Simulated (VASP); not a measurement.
Method: TPSS meta-GGA, VASP's PBE PAW potentials (set 64) (plane waves; VASP).

VASP input:

### INCAR
```
SYSTEM=CdSe
PREC=Accurate; ENCUT=520; LREAL=.FALSE.
LASPH=.TRUE.
EDIFF=1E-6; NELM=100; ALGO=Normal
LMAXMIX=4; LMIXTAU=.TRUE.
ISMEAR=0; SIGMA=0.05
METAGGA=TPSS
IBRION=2; NSW=60; ISIF=3
EDIFFG=-0.01
LWAVE=.FALSE.; LCHARG=.FALSE.
```

File KPOINTS:
```
Automatic mesh
0
Gamma
7 7 7
0 0 0
```

**POSCAR**
```
CdSe
1
    0.0000000000     3.0250000000     3.0250000000
    3.0250000000     0.0000000000     3.0250000000
    3.0250000000     3.0250000000     0.0000000000
Cd Se
1 1
Direct
  0.0000000000   0.0000000000   0.0000000000
  0.2500000000   0.2500000000   0.2500000000
```

POTCAR, in this order: Cd Se (PBE.64 set). Program: vasp_std.

What VASP printed:

### OSZICAR
```
...
DAV:  23    -0.219087117287E+02   -0.84383E-02   -0.19318E-03   520   0.453E-01    0.337E-02
DAV:  24    -0.219096786302E+02   -0.96690E-03   -0.14048E-04   520   0.141E-01    0.216E-02
DAV:  25    -0.219096788208E+02   -0.19063E-06   -0.28460E-07   458   0.402E-03
   2 F= -.21909679E+02 E0= -.21909679E+02  d E =-.379825E-01
       N       E                     dE             d eps       ncg     rms          rms(c)
DAV:   1    -0.221521860386E+02   -0.24251E+00   -0.50566E+00   570   0.289E+01    0.348E+00
DAV:   2    -0.154154553025E+06   -0.15413E+06   -0.14569E+06   792   0.630E+02    0.888E+01
DAV:   3    -0.700620022758E+01    0.15415E+06   -0.13034E+04   525   0.654E+02    0.212E+01
DAV:   4    -0.207731422324E+02   -0.13767E+02   -0.96277E+01   701   0.421E+01    0.375E+00
DAV:   5    -0.218451364595E+02   -0.10720E+01   -0.37325E+00   570   0.977E+00    0.105E+00
DAV:   6    -0.219018899640E+02   -0.56754E-01   -0.39072E-01   613   0.188E+00    0.695E-01
DAV:   7    -0.219221479478E+02   -0.20258E-01   -0.13624E-02   565   0.106E+00    0.434E-01
DAV:   8    -0.219102673495E+02    0.11881E-01   -0.79874E-03   570   0.885E-01    0.374E-01
DAV:   9    -0.219143649373E+02   -0.40976E-02   -0.16926E-03   540   0.428E-01    0.362E-01
DAV:  10    -0.219103992486E+02    0.39657E-02   -0.65441E-04   525   0.253E-01    0.342E-01
DAV:  11    -0.219111441474E+02   -0.74490E-03   -0.16480E-04   550   0.161E-01    0.327E-01
DAV:  12    -0.219107171819E+02    0.42697E-03   -0.15618E-04   530   0.155E-01    0.316E-01
DAV:  13    -0.219110676582E+02   -0.35048E-03   -0.26413E-05   530   0.640E-02    0.310E-01
DAV:  14    -0.219110712711E+02   -0.36129E-05   -0.16373E-06   586   0.184E-02    0.311E-01
DAV:  15    -0.219112814707E+02   -0.21020E-03   -0.59110E-05   530   0.682E-02    0.299E-01
DAV:  16    -0.219106781378E+02    0.60333E-03   -0.38495E-04   535   0.135E-01    0.304E-01
DAV:  17    -0.219111336201E+02   -0.45548E-03   -0.19786E-05   600   0.465E-02    0.306E-01
DAV:  18    -0.219111321541E+02    0.14660E-05   -0.10478E-07   390   0.304E-03    0.307E-01
DAV:  19    -0.219110692256E+02    0.62928E-04   -0.33503E-06   520   0.167E-02    0.304E-01
DAV:  20    -0.219110573564E+02    0.11869E-04   -0.10892E-05   530   0.296E-02    0.302E-01
DAV:  21    -0.219110413690E+02    0.15987E-04   -0.27804E-07   410   0.603E-03    0.302E-01
DAV:  22    -0.219109473957E+02    0.93973E-04   -0.71898E-06   530   0.303E-02    0.305E-01
DAV:  23    -0.219107246500E+02    0.22275E-03   -0.18804E-05   525   0.572E-02    0.297E-01
DAV:  24    -0.219111487897E+02   -0.42414E-03   -0.30352E-05   530   0.683E-02    0.288E-01
DAV:  25    -0.219110714217E+02    0.77368E-04   -0.12590E-05   530   0.419E-02    0.270E-01
DAV:  26    -0.219113233605E+02   -0.25194E-03   -0.65061E-05   520   0.932E-02    0.231E-01
DAV:  27    -0.219127186583E+02   -0.13953E-02   -0.12813E-04   520   0.109E-01    0.176E-01
DAV:  28    -0.219142169725E+02   -0.14983E-02   -0.70152E-05   520   0.938E-02    0.138E-01
DAV:  29    -0.219159815636E+02   -0.17646E-02   -0.80616E-05   520   0.873E-02    0.103E-01
DAV:  30    -0.219183807840E+02   -0.23992E-02   -0.21787E-04   520   0.123E-01    0.706E-02
DAV:  31    -0.219197745461E+02   -0.13938E-02   -0.21372E-04   520   0.126E-01    0.487E-02
DAV:  32    -0.219184240925E+02    0.13505E-02   -0.18309E-04   520   0.123E-01    0.325E-02
DAV:  33    -0.219048546799E+02    0.13569E-01   -0.47675E+01   520   0.182E+03    0.232E-02
DAV:  34    -0.219182718463E+02   -0.13417E-01   -0.13328E-01   520   0.495E+00    0.172E-02
DAV:  35    -0.219187338505E+02   -0.46200E-03   -0.73615E-04   520   0.257E-01    0.598E-03
DAV:  36    -0.970751469669E+04   -0.96856E+04   -0.96668E+04   880   0.333E+01    0.906E+01
DAV:  37    -0.143937507484E+02    0.96931E+04   -0.17098E+04   530   0.523E+02    0.217E+01
DAV:  38    -0.227298788659E+02   -0.83361E+01   -0.30551E+01   595   0.232E+01    0.166E+01
DAV:  39    -0.217841651433E+02    0.94571E+00   -0.36230E+00   600   0.129E+01    0.235E+00
DAV:  40    -0.218818599927E+02   -0.97695E-01   -0.25818E-01   565   0.394E+00    0.167E+00
DAV:  41    -0.218753775400E+02    0.64825E-02   -0.10579E-02   565   0.103E+00    0.159E+00
DAV:  42    -0.218733746771E+02    0.20029E-02   -0.73974E-03   525   0.710E-01    0.108E+00
DAV:  43    -0.218735524080E+02   -0.17773E-03   -0.30410E-03   570   0.401E-01    0.842E-01
DAV:  44    -0.218787260646E+02   -0.51737E-02   -0.73278E-04   520   0.280E-01    0.737E-01
DAV:  45    -0.218787192486E+02    0.68161E-05   -0.15095E-04   550   0.152E-01    0.700E-01
DAV:  46    -0.218798285090E+02   -0.11093E-02   -0.27329E-04   540   0.211E-01    0.676E-01
DAV:  47    -0.218770550796E+02    0.27734E-02   -0.25112E-04   530   0.161E-01    0.727E-01
DAV:  48    -0.218782155648E+02   -0.11605E-02   -0.13741E-04   530   0.142E-01    0.709E-01
DAV:  49    -0.218794331901E+02   -0.12176E-02   -0.56588E-05   530   0.872E-02    0.701E-01
DAV:  50    -0.218792759867E+02    0.15720E-03   -0.12961E-05   530   0.468E-02    0.691E-01
DAV:  51    -0.218803577867E+02   -0.10818E-02   -0.63990E-05   535   0.918E-02    0.660E-01
DAV:  52    -0.218820822855E+02   -0.17245E-02   -0.11094E-04   550   0.875E-02    0.622E-01
DAV:  53    -0.218874468141E+02   -0.53645E-02   -0.67984E-04   530   0.234E-01    0.515E-01
DAV:  54    -0.218946141342E+02   -0.71673E-02   -0.14145E-03   545   0.319E-01    0.370E-01
DAV:  55    -0.219021839917E+02   -0.75699E-02   -0.15473E-03   540   0.324E-01    0.244E-01
DAV:  56    -0.219066938361E+02   -0.45098E-02   -0.84706E-04   560   0.228E-01    0.169E-01
DAV:  57    -0.219094636047E+02   -0.27698E-02   -0.43540E-04   535   0.176E-01    0.132E-01
DAV:  58    -0.219116277649E+02   -0.21642E-02   -0.46722E-04   540   0.186E-01    0.110E-01
DAV:  59    -0.219129509812E+02   -0.13232E-02   -0.22961E-04   530   0.133E-01    0.101E-01
DAV:  60    -0.219133230210E+02   -0.37204E-03   -0.30172E-05   575   0.447E-02    0.989E-02
DAV:  61    -0.219133966933E+02   -0.73672E-04   -0.85168E-07   417   0.930E-03    0.977E-02
DAV:  62    -0.219134310474E+02   -0.34354E-04   -0.72409E-07   365   0.113E-02    0.954E-02
DAV:  63    -0.219135508794E+02   -0.11983E-03   -0.15425E-06   522   0.153E-02    0.934E-02
DAV:  64    -0.219140558651E+02   -0.50499E-03   -0.16223E-05   530   0.451E-02    0.861E-02
DAV:  65    -0.219151454331E+02   -0.10896E-02   -0.11274E-04   530   0.103E-01    0.724E-02
DAV:  66    -0.219174278651E+02   -0.22824E-02   -0.67705E-04   525   0.265E-01    0.487E-02
DAV:  67    -0.219184883664E+02   -0.10605E-02   -0.19794E-04   575   0.148E-01    0.403E-02
DAV:  68    -0.219193645854E+02   -0.87622E-03   -0.29295E-04   525   0.175E-01    0.278E-02
DAV:  69    -0.219187349215E+02    0.62966E-03   -0.61193E-04   520   0.270E-01    0.108E-02
DAV:  70    -0.219187391825E+02   -0.42610E-05   -0.25105E-05   580   0.643E-02    0.439E-03
DAV:  71    -0.219187423499E+02   -0.31674E-05   -0.12646E-06   512   0.167E-02    0.393E-03
DAV:  72    -0.219187476225E+02   -0.52725E-05   -0.10493E-05   520   0.385E-02    0.312E-03
DAV:  73    -0.219187489182E+02   -0.12958E-05   -0.72419E-06   520   0.347E-02    0.120E-03
DAV:  74    -0.219187498813E+02   -0.96304E-06   -0.17204E-07   420   0.504E-03
   3 F= -.21918750E+02 E0= -.21918750E+02  d E =-.470536E-01
       N       E                     dE             d eps       ncg     rms          rms(c)
DAV:   1    -0.219203076475E+02   -0.15587E-02   -0.33109E-02   570   0.240E+00    0.302E-01
DAV:   2    -0.219189781633E+02    0.13295E-02   -0.33581E-03   555   0.902E-01    0.994E-02
DAV:   3    -0.219188474120E+02    0.13075E-03   -0.35934E-04   530   0.221E-01    0.862E-02
DAV:   4    -0.219187881323E+02    0.59280E-04   -0.79350E-05   525   0.791E-02    0.191E-02
DAV:   5    -0.219188019704E+02   -0.13838E-04   -0.34856E-05   520   0.696E-02    0.604E-03
DAV:   6    -0.219188139265E+02   -0.11956E-04   -0.20141E-05   520   0.522E-02    0.488E-03
DAV:   7    -0.219188225689E+02   -0.86424E-05   -0.43897E-06   560   0.263E-02    0.202E-03
DAV:   8    -0.219188227852E+02   -0.21625E-06   -0.41342E-07   370   0.646E-03
   4 F= -.21918823E+02 E0= -.21918823E+02  d E =-.471265E-01
```

**OUTCAR**
```
------------------------ aborting loop because EDIFF is reached ----------------------------------------
  FORCE on cell =-STRESS in cart. coord.  units (eV):
  Direction    XX          YY          ZZ          XY          YZ          ZX
  --------------------------------------------------------------------------------------
  Total       -0.0010434     -0.0010434     -0.0010434      0.0000000      0.0000000     -0.0000000
  in kB       -0.0280750     -0.0280750     -0.0280750      0.0000000      0.0000000     -0.0000000
  external PRESSURE =      -0.0280750 kB  Pullay stress =       0.0000000 kB
  volume of cell :       59.55
      direct lattice vectors                 reciprocal lattice vectors
     0.000000000  3.099394116  3.099394116    -0.161321852  0.161321852  0.161321852
     3.099394116  0.000000000  3.099394116     0.161321852 -0.161321852  0.161321852
     3.099394116  3.099394116  0.000000000     0.161321852  0.161321852 -0.161321852
  FREE ENERGIE OF THE ION-ELECTRON SYSTEM (eV)
  ---------------------------------------------------
  free  energy   TOTEN  =       -21.9188227852 eV

  energy  without entropy=      -21.9188227852  energy(sigma->0) =      -21.91882279

 reached required accuracy - stopping structural energy minimisation
```
(Selected blocks of OUTCAR.)

File CONTCAR:
```
CdSe
   1.00000000000000
     0.0000000000000000    3.0993941156098157    3.0993941156098157
     3.0993941156098157    0.0000000000000000    3.0993941156098157
     3.0993941156098157    3.0993941156098157    0.0000000000000000
  Cd              Se
     1     1
Direct
     1.0000000000000000    0.0000000000000000    0.0000000000000000
     0.2500000000000000    0.2500000000000000    0.2500000000000000
```

Energy and stress use the plane-wave basis of the starting cell.

The compound is CdSe in the zinc blende structure, whereas wurtzite is the usual form. This run relaxes it. Symmetry was kept, so distortions that lower it aren't found.
